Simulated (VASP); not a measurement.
Data:

```xyz
6
Lattice="4.3058 0.0000 0.0000 0.0000 4.3058 0.0000 0.0000 0.0000 4.3058" Properties=species:S:1:pos:R:3 pbc="T T T"
Cu     1.0765     1.0765     3.2294
Cu     1.0765     3.2294     1.0765
Cu     3.2294     3.2294     3.2294
Cu     3.2294     1.0765     1.0765
O      2.1529     2.1529     2.1529
O      0.0000     0.0000     0.0000
```

Calculation: modified Becke-Johnson potential (mBJ), VASP's PBE PAW potentials (set 64) (plane waves; VASP). Settings: 500 eV cut-off, 4×4×4 Γ-centred mesh, Gaussian smearing of 0.050 eV, potentials Cu O.

mBJ is a potential without an energy functional, so only the levels count.

Question: Give the energies of bands 18 to 31 at the high-symmetry points, in eV from the valence-band maximum.

Answer: 
| band | Γ | X | M | R |
|---|---|---|---|---|
| 18 | -1.89 | -2.03 | -2.19 | -1.94 |
| 19 | -1.89 | -2.02 | -1.92 | -1.94 |
| 20 | -1.86 | -2.02 | -1.92 | -1.83 |
| 21 | -1.86 | -1.90 | -1.89 | -1.83 |
| 22 | -1.86 | -1.90 | -1.89 | -1.83 |
| 23 | -1.59 | -1.71 | -1.48 | -1.63 |
| 24 | -1.59 | -1.71 | -1.48 | -1.63 |
| 25 | -1.59 | -1.41 | -1.42 | -0.77 |
| 26 | 0.00 | -1.41 | -1.42 | -0.53 |
| 27 | 0.00 | -0.29 | -0.56 | -0.53 |
| 28 | 0.00 | -0.29 | -0.56 | -0.53 |
| 29 | 0.74 | 2.40 | 2.35 | 2.93 |
| 30 | 1.92 | 2.40 | 2.35 | 2.93 |
| 31 | 1.92 | 4.74 | 4.06 | 2.93 |

The gap is direct, 0.74 eV, from the valence maximum at Γ to the conduction minimum at Γ.

The structure comes from a computed database's Cu2O entry (Pn-3m); how it stands against other phases isn't given here. It was relaxed first. The cell's shape comes from a PBE relaxation.
